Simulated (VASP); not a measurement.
An input for Quantum ESPRESSO's pw.x (written as the equivalent of a VASP run, and not itself run):

```
&CONTROL
  calculation = 'scf'
  pseudo_dir = './pseudo'
  outdir = './out'
  tprnfor = .true.
  tstress = .true.
/
&SYSTEM
  ibrav = 0
  nat = 3
  ntyp = 2
  ecutwfc = 84
  occupations = 'smearing'
  smearing = 'gaussian'
  degauss = 0.003675
  input_dft = 'pbe'
/
&ELECTRONS
  conv_thr = 7.3e-09
  electron_maxstep = 100
/
ATOMIC_SPECIES
  Mg 24.305 Mg.upf
  Ge 72.630 Ge.upf
CELL_PARAMETERS angstrom
     0.0000000    3.2378131    3.2378131
     3.2378131    0.0000000    3.2378131
     3.2378131    3.2378131    0.0000000
ATOMIC_POSITIONS crystal
  Mg   0.2500000  0.2500000  0.2500000
  Mg   0.7500000  0.7500000  0.7500000
  Ge   1.0000000  0.0000000  0.0000000
K_POINTS automatic
  6 6 6 0 0 0
```

### Question
Write the VASP files for the same calculation (PBE).

### Answer
This is not unique; one that fits is 
**KPOINTS**
```
Automatic mesh
0
Gamma
6 6 6
0 0 0
```

### INCAR
```
# general
SYSTEM   =  Mg2Ge
PREC     =  Accurate
ENCUT    =  520
LREAL    =  .FALSE.
LASPH    =  .TRUE.

# electronic loop
EDIFF    =  1E-7
NELM     =  100
ALGO     =  Normal
LMAXMIX  =  4

# smearing
ISMEAR   =  0
SIGMA    =  0.05

# functional
GGA      =  PE

# ions
ISIF     =  2

# output
LWAVE    =  .FALSE.
LCHARG   =  .FALSE.
```

File POSCAR:
```
Mg2Ge
1
    0.0000000000     3.2378130837     3.2378130837
    3.2378130837     0.0000000000     3.2378130837
    3.2378130837     3.2378130837     0.0000000000
Mg Ge
2 1
Direct
  0.2500000000   0.2500000000   0.2500000000
  0.7500000000   0.7500000000   0.7500000000
  1.0000000000   0.0000000000   0.0000000000
```

POTCAR, in this order: Mg Ge_d (PBE.64 set). Program: vasp_std.

Limits of the translation: the potentials are each code's own (VASP's PAW set, PseudoDojo norm-conserving files in pw.x), so ENCUT and ecutwfc are chosen apart and not converted; conv_thr bounds pw.x's estimated SCF error, while EDIFF bounds the energy change between steps.

The compound is Mg2Ge in the antifluorite structure. This cell is one point of a volume scan, at 1.03 of the reference volume.
